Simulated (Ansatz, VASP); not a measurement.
**Cross-check of NiO between VASP and Ansatz**

Aim: how closely do two programs agree when they are given the same cell, functional and k mesh? The cell is taken from a series of runs on this material, whose earlier steps may have relaxed, scaled, displaced or heated it; both programs get it as it stands.

Method: plane waves, with VASP 6.6.1 beside it; relaxation of cell and atoms at PBE, DFT+U, in Ansatz 0.2.0.

## (1) The starting structure

It takes space group Fm-3m (No. 225, cubic). Conventional cell: a = 4.177 Å, b = 4.177 Å, c = 4.177 Å, α = 90.00°, β = 90.00°, γ = 90.00°. Nearest to Ni lie 6 O at 2.09 Å. O has 6 Ni at 2.09 Å nearest. Farther neighbours and most contacts between anions are not listed.

## (2) Ansatz: relaxation of cell and atoms, PBE, DFT+U

Ansatz runs on its default PAW (the set named soft_2) files.

The relaxed volume is the usual yardstick between codes: in a stiff, nearly cubic crystal its relative difference is about their pressure difference at one cell divided by the bulk modulus.

Input file input.yaml:

```yaml
crystal:
  lattice:
    - [4.1771, 2.08855, 2.08855]
    - [2.08855, 4.1771, 2.08855]
    - [2.08855, 2.08855, 4.1771]
  atoms:
    - { symbol: Ni, position: [0.0, 0.0, 0.0], spin: 1.83 }
    - { symbol: Ni, position: [0.5, 0.5, 0.5], spin: -1.83 }
    - { symbol: O, position: [0.25, 0.25, 0.25] }
    - { symbol: O, position: [0.75, 0.75, 0.75] }
kpoints:
  mp_grid: { grid: [9, 9, 9] }
hamiltonian:
  xc: pbe
  hubbard: { sites: [{ species: Ni, l: d, u_eff: 6.2 }] }
scf:
  occupations: { method: gaussian, width: 0.01 }
output:
  forces: true
  stress: true
  eigenvalues: true
  populations: true
magnetization:
  spin_polarized: true
relax:
  adjacent_minimum: "off"
  f_tol: 0.001
  max_steps: 60
  cell: { stress_tol: 0.01 }
```

On the command line:

```sh
> ansatz run input.yaml --threads 4 --pin off --max-ram 9216MiB --backend cpu --events-out ev --progress --plain --runs-dir out
```

Numbers of over 12 decimals in the logs are rounded to 6 here.

Output:

```text
basis.fft_grid_basis auto: the FFT boxes are laid along the combinations [[1, 0, -1], [0, 1, -1], [0, 0, 1]] of the cell's own vectors, 2.954, 2.954 and 5.116 Å long. The dense box has 20×20×36 points. Along the cell's own vectors, as sized, it would have 36×36×36, 3.24 times as many. Of the 12 symmetry operations that the crystal satisfies within crystal.symmetry.tolerance (time reversal apart; of a slab, those that [...]
Ni: projections on atomic orbitals take those of the free atom [Ne] 3s2 3p6 3d8 4s2, of charge +0.00 (hamiltonian.pseudopotentials.projection_atoms); the dataset's partial waves leave at most 1.6e-6 of an orbital's norm unspanned inside its sphere
O: projections on atomic orbitals take those of the free atom [He] 2s2 2p4, of charge +0.00 (hamiltonian.pseudopotentials.projection_atoms); the dataset's partial waves leave at most 1.9e-8 of an orbital's norm unspanned inside its sphere
Engine: ansatz 0.2.0, aarch64-unknown-linux-gnu
Pseudopotentials: kind: paw
Pseudopotential: Ni, paw, valence charge 18, recommended cutoff 420 eV (normal), Ni.paw.azcp
Pseudopotential: O, paw, valence charge 6, recommended cutoff 420 eV (normal), O.paw.azcp
Functional definition: PBE
  parameter kappa = 0.804
  parameter beta = 0.066725
  exchange = pbe_x(kappa = kappa, mu = beta*pi^2/3)
  correlation = pbe_c(beta = beta)
Crystal: 4 atoms, lattice volume = 36.441 Å³
Basis set: ecut = 420 eV, 683 PW (Γ), FFT grids on a1−a3, a2−a3, a3, exchange–correlation on 40×40×72 points (8 copies of the dense FFT grid, shifted against one another)
Bands: 31, of which v1, the nominal top of the filled ones, is band 24 counted from 1 (23 counted from 0)
Symmetry: 12 space group operations
Space group: R-3m (ITA 166), of the structure as read, at distance tolerance 3.3e-5 Å
Magnetic group: BNS 166.102 (UNI 1332), of the structure as read, at distance tolerance 3.3e-5 Å
k-points: 85 of 729
Non-local potential: Ni, projectors of the file, l = 0: 3, l = 1: 2, l = 2: 3, l = 3: 1
Non-local potential: O, projectors of the file, l = 0: 2, l = 1: 2, l = 2: 1
PAW form: soft (Blöchl's): semilocal exchange-correlation on the pseudo side does not see the compensation charge
PAW one-centre angular grid: Ni, 590 points (default); XC on 64 Gauss nodes
PAW one-centre angular grid: O, 110 points (default); XC on 64 Gauss nodes
Initial density: superposition of atomic densities (chi_scale 0.1, normalization cell, long waves kept (reshape's long-wave potential 0.00 eV rms))
Starting moments: Σ|m| = 3.66 μB on 2 of 4 sites
Starting magnetic order: antiferromagnet; a translation exchanges its spin sublattices: spin-degenerate at every k-point
Initial wavefunctions: pseudopotential atomic-orbital guess
Functional: x = pbe(κ = 0.804, μ = 0.219515), c = pbe(β = 0.066725)
SCF iter   1: F=—  HF=-12812.046826 eV  |F-HF|=—  |Δ(HF+E_count)|=         —  Δρ=2.80e-1 (↑2.80e-1 ↓2.80e-1)  dr2=6.29e1  dr2_m=7.50e0  M=0.000 μB ∫|m|=0.962 μB  β_m=0.30  ethr=3.10e-3  ⟨swp⟩=5.1  Hψ=9470  notcnv=0
preconditioner: auto → none  [insulator: Δε(μ)=0.021 eV  Ē_g=14.085 eV  σ=0.010 eV  W_gap=0.62  n_scr=16 (ndim 8)  ℏωp=34.8 eV  f_vac=0.000  D(μ)=2.06/eV (n_scr^D=22)  ε∞_Penn≈7.1]
SCF iter   2: F=—  HF=-12812.738311 eV  |F-HF|=—  |Δ(HF+E_count)|=   6.91e-1  Δρ=1.97e-1 (↑1.97e-1 ↓1.97e-1)  dr2=3.35e1  dr2_m=1.67e0  M=0.000 μB ∫|m|=3.682 μB  β_m=1.00  ethr=3.10e-3  ⟨swp⟩=4.0  Hψ=7243  notcnv=0  defer=175
SCF iter   3: F=—  HF=-12807.303556 eV  |F-HF|=—  |Δ(HF+E_count)|=    5.43e0  Δρ=6.15e-2 (↑6.15e-2 ↓6.15e-2)  dr2=3.12e0  dr2_m=2.12e-2  M=0.000 μB ∫|m|=3.490 μB  β_m=0.30  ethr=3.10e-3  ⟨swp⟩=4.0  Hψ=6244  notcnv=0  defer=227
SCF iter   4: F=—  HF=-12809.064428 eV  |F-HF|=—  |Δ(HF+E_count)|=    1.76e0  Δρ=8.38e-2 (↑8.38e-2 ↓8.38e-2)  dr2=5.93e0  dr2_m=5.77e-1  M=0.000 μB ∫|m|=2.869 μB  β_m=0.30  ethr=3.10e-3  ⟨swp⟩=3.2  Hψ=5893  notcnv=0  defer=237
SCF iter   5: F=—  HF=-12808.673852 eV  |F-HF|=—  |Δ(HF+E_count)|=   3.91e-1  Δρ=3.04e-2 (↑3.04e-2 ↓3.04e-2)  dr2=7.66e-1  dr2_m=3.63e-2  M=0.000 μB ∫|m|=3.480 μB  β_m=1.00  ethr=3.10e-3  ⟨swp⟩=3.0  Hψ=5279  notcnv=0  defer=233
SCF iter   6: F=—  HF=-12809.016172 eV  |F-HF|=—  |Δ(HF+E_count)|=   3.42e-1  Δρ=1.53e-2 (↑1.53e-2 ↓1.53e-2)  dr2=2.74e-1  dr2_m=2.15e-3  M=0.000 μB ∫|m|=3.508 μB  β_m=1.00  ethr=1.60e-3  ⟨swp⟩=2.0  Hψ=3656  notcnv=0  defer=234
SCF iter   7: F=—  HF=-12809.258404 eV  |F-HF|=—  |Δ(HF+E_count)|=   2.42e-1  Δρ=1.11e-2 (↑1.11e-2 ↓1.11e-2)  dr2=1.46e-1  dr2_m=1.34e-3  M=0.000 μB ∫|m|=3.532 μB  β_m=0.30  ethr=5.71e-4  ⟨swp⟩=2.0  Hψ=2800  notcnv=0  defer=234
[...]
SCF iter   4: F=-12809.621909 eV  HF=-12809.621909 eV  |F-HF|=1.60e-7  |Δ(HF+E_count)|=   1.43e-6  Δρ=1.91e-5 (↑1.91e-5 ↓1.91e-5)  dr2=1.19e-7  dr2_m=5.55e-8  M=0.000 μB ∫|m|=3.626 μB  ethr=7.79e-10  ⟨swp⟩=5.0  Hψ=10975  notcnv=0
SCF 7 converged in 4 iterations: F = -12809.621909 eV  dr2 = 1.19e-7
relax step   7: F+E_penalty+E_count = -12809.62190910 eV  Δ(F+E_penalty+E_count) = +2.420e-4 eV  max|allowed force component| = 8.154e-29 eV/Å  Δτ_max = 0.0000 Å  P = +0.015 GPa  Ω = 38.402 Å³  energy of the carried Pulay correction = -3.363e-4 eV  (4 SCF iters, dr2 threshold 3.74e-7 eV, accepted)
[...]
relax step   8: F+E_penalty+E_count = -12809.62189600 eV  Δ(F+E_penalty+E_count) = +1.310e-5 eV  max|allowed force component| = 9.922e-29 eV/Å  Δτ_max = 0.0000 Å  P = +0.000 GPa  Ω = 38.405 Å³  energy of the carried Pulay correction = -3.496e-4 eV  (5 SCF iters, dr2 threshold 7.90e-10 eV, accepted)
[...]
relax step   9: F+E_penalty+E_count = -12809.62219627 eV  Δ(F+E_penalty+E_count) = -3.003e-4 eV  max|allowed force component| = 9.926e-29 eV/Å  Δτ_max = 0.0000 Å  P = +0.006 GPa  Ω = 38.405 Å³  stress off target by 6.91e-3 GPa  SCF on the basis re-selected at this cell (its energy is not comparable with the rows above)  (8 SCF iters)
basis re-selected at this cell: Δ(F+E_penalty+E_count) = -3.003e-4 eV, ΔP = +0.006 GPa vs the last step (what re-selecting the basis moved, of the pressure what is left beyond the Pulay correction that the steps carried, after the strain that the cell walked since its last selection, with what the two solves' SCF thresholds leave and, on support functions, any second-order correction that the steps lacked; it is no m [...]
SCF converged after 8 iterations
Magnetization: 0.0000 μB (24.0000 up, 24.0000 down)
Absolute magnetization: 3.6237 μB (∫|ρ↑−ρ↓|, with the PAW one-centre terms)
Spin contamination: 1.9329 ħ² per cell (⟨S²⟩ above its minimum at these occupations)
Per-site moments (μB) at R_I (Å): [(1.685048, 0.876728), (-1.685048, 0.876728), (1.3640313775577598e-16, 0.876728), (-1.3184171847390068e-16, 0.876728)]
Free energy (F): -12809.622196 eV
Harris-Foulkes:  -12809.622196 eV  (|F-HF|=7.28e-12)
Internal energy: -12809.622196 eV  (E = F + TS)
E sigma→0 (E₀):  -12809.622196 eV
Fermi energy:    13.416990 eV
--- Per-component energies (eV) ---
  E_band       = -759.189466
  E_kinetic    = 897.116545
  E_local      = -8154.527983  (includes V_loc(G=0)·N_el)
  E_nonlocal   = 1380.055433
  E_hartree    = 3344.801673
  E_xc         = -311.216566
  E_vxc        = -399.077155  (∫ρ·V_xc dr)
  E_hubbard    = 1.639084  (on-site DFT+U / exact-exchange correction)
  E_vhub       = -47.966973  (the Hubbard potential's part of the band-sum identity)
  E_paw        = -3578.875807  (= ΣΔE_a)
  E_vpaw       = -1124.398817  (= ΣTr[D̂ρ^β])
  E_aug_tail   = 0.006186  (compensation charges beyond the density's cutoff)
  E_ewald      = -6388.620760
  E_smearing   = -0.000000  (= −TS)
  E_closure    = -0.000000  (closes the sum)
  Σ components = -12809.622196   (vs F -12809.622196, Δ=0.00e0)
--- Forces (eV/Å), atoms counted from 1 ---
  atom   1  Ni     0.00000000    -0.00000000     0.00000000
  atom   2  Ni     0.00000000     0.00000000     0.00000000
  atom   3  O     -0.00000000    -0.00000000    -0.00000000
  atom   4  O      0.00000000     0.00000000     0.00000000
  max |Σ_I F_I| component: 2.02e-28 eV/Å
--- Stress (GPa, compression-positive) ---
        0.006251      -0.000656      -0.000656
       -0.000656       0.006251      -0.000656
       -0.000656      -0.000656       0.006251
  P = ⅓ Tr σ = 0.0063 GPa (0.063 kbar)
--- Band table (eV; the first three rows and the last of 170) ---
  k-point 0 ↑: bands = [... 20 lower, 11.2119, 11.2236, 11.2750, 11.2750, 14.8074, 16.1937, 16.1937, 18.9084, ... 3 higher]
  k-point 1 ↑: bands = [... 20 lower, 10.9255, 10.9911, 11.4666, 11.5477, 15.5591, 16.1001, 16.1699, 19.6545, ... 3 higher]
  k-point 2 ↑: bands = [... 20 lower, 10.5427, 10.5665, 11.3920, 11.5708, 15.6836, 16.1239, 17.5148, 21.1520, ... 3 higher]
  k-point 84 ↓: bands = [... 20 lower, 10.6426, 10.7976, 11.5974, 11.8606, 15.6840, 16.0872, 18.1603, 18.2821, ... 3 higher]
Occupation matrices written to <dir>
--- Relaxed structure (7 steps of the walk, 7 accepted, 2 SCFs on fresh bases) ---
  F+E_penalty+E_count = -12809.62219627 eV   max|allowed force component| = 9.926e-29 eV/Å   (the final SCF, on the basis selected at the relaxed cell)
  cell:  # Å, volume = 38.4045 Å³
    - [4.249101, 2.122849, 2.122849]
    - [2.122849, 4.249101, 2.122849]
    - [2.122849, 2.122849, 4.249101]
  atoms:
    - { symbol: Ni, position: [0, 0, 0] }
    - { symbol: Ni, position: [0.5, 0.5, 0.5] }
    - { symbol: O, position: [0.250000, 0.250000, 0.250000] }
    - { symbol: O, position: [0.750000, 0.750000, 0.750000] }
--- Löwdin populations: 4 sites ---
  site symbol       q [e]    m [muB]
     0     Ni     16.8035     1.6839
     1     Ni     16.8035    -1.6839
     2      O      7.0752    -0.0000
     3      O      7.0752    -0.0000
  spilling = 0.005053 (of n_electrons = 48.000000)
```

Reading the cycles: dr2 is the Hartree energy of the density residual (eV), the measure of convergence; HF is the Harris–Foulkes estimate of the energy, which meets the free energy F at convergence.

(Part 1 of 2 ends here.)

[Lines on the potential files, build, host, timing and source positions are cut from VASP's logs without a mark.]

[Logs are printed without paths, hosts, clocks, repeated set-up lines and the standing remarks that a program may print on its own settings, such as how far it seeks lower states.]

[Hosts, paths, dates, database ids (printed as entryN), source tags and the programs' standing remarks are cut or masked in the printed files.]
